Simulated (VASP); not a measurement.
Here is the system:

```
CELL_PARAMETERS angstrom
      1.38210    -2.39387     0.00000
      1.38210     2.39387     0.00000
      0.00000     0.00000     4.36560
ATOMIC_POSITIONS crystal
  Ru 0.33333 0.66667 0.25000
  Ru 0.66667 0.33333 0.75000
```

Calculation: PBE GGA, VASP's PBE PAW potentials (set 64) (plane waves; VASP 6.6.1). Settings: 400 eV cut-off, 18×18×10 Γ-centred mesh, first-order Methfessel-Paxton smearing of 0.10 eV, potentials Ru_pv.

### Question
Give the stress tensor in GPa (positive for a compressed cell).

### Answer

```
-14.12    0.00    0.00
  0.00  -14.12    0.00
  0.00    0.00  -14.83
```
The pressure is its mean diagonal, -14.36 GPa.

The compound is Ru in the hcp structure. The cell was not relaxed at this level. The run is one of a series of settings (KPOINTS 18×18×10 Γ-centred mesh against the base run), some of them coarse on purpose.
